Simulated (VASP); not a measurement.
Set up this calculation in VASP 6.6.1, as the native input.

* Task: single point
* Functional: LDA
* Potentials or basis: VASP PAW LDA potentials, release 64 (B)
* Cutoff: 520 eV
* k mesh: 36 × 36 × 14
* Occupations: gaussian, width 0.15 eV
* Spin: no spin polarisation
* Dipole correction: no
* Further INCAR settings: ALGO = Normal; EDIFF = 1e-07; NBANDS = 8

The structure of B lies in POSCAR:

```
B
1.0
    1.7972032725      0.0000000000      0.0000000000
   -0.8986016362      1.5564236897      0.0000000000
    0.0000000000      0.0000000000      3.2621271370
B
1
Direct
    0.0000000000      0.0000000000      0.0000000000
```

This isn't the form of B at room conditions, which is rhombohedral.

These files were run (other wordings do the same):

INCAR

```
SYSTEM = B
ALGO     = Normal         ! electronic algorithm
EDIFF    = 1E-7           ! SCF threshold, eV
ENCUT    = 520            ! plane-wave cutoff, eV
GGA      = CA             ! functional
ISIF     = 2              ! what is computed and relaxed
ISMEAR   = 0              ! smearing method
LASPH    = .TRUE.         ! aspherical terms in the spheres
LCHARG   = .FALSE.        ! write CHGCAR
LREAL    = .FALSE.        ! projectors in reciprocal space
LWAVE    = .FALSE.        ! write WAVECAR
NBANDS   = 8              ! bands
NELM     = 100            ! most SCF steps
PREC     = Accurate       ! precision mode
SIGMA    = 0.15           ! smearing width, eV
```

KPOINTS

```
k-points
0
G
  36 36 14
  0 0 0
```

Potentials or basis: VASP PAW LDA potentials, release 64 (B).

Command:

```sh
$ cat potpaw_LDA.64/B/POTCAR > POTCAR
$ mpirun -np 1 vasp_std > vasp.out
```

It gave:

| Quantity | Value |
| --- | --- |
| Pressure | -27.7 GPa |
| Band gap on the k mesh | none (metal or under the smearing width) |

Caveat: so large a pressure means that the cell lies far from this level's equilibrium, or that cutoff or potentials fall short.

Run time: 17 s on 1 thread of Intel(R) Xeon(R) 6975P-C (Granite Rapids), with other jobs on the host, peak memory 0.16 GiB.
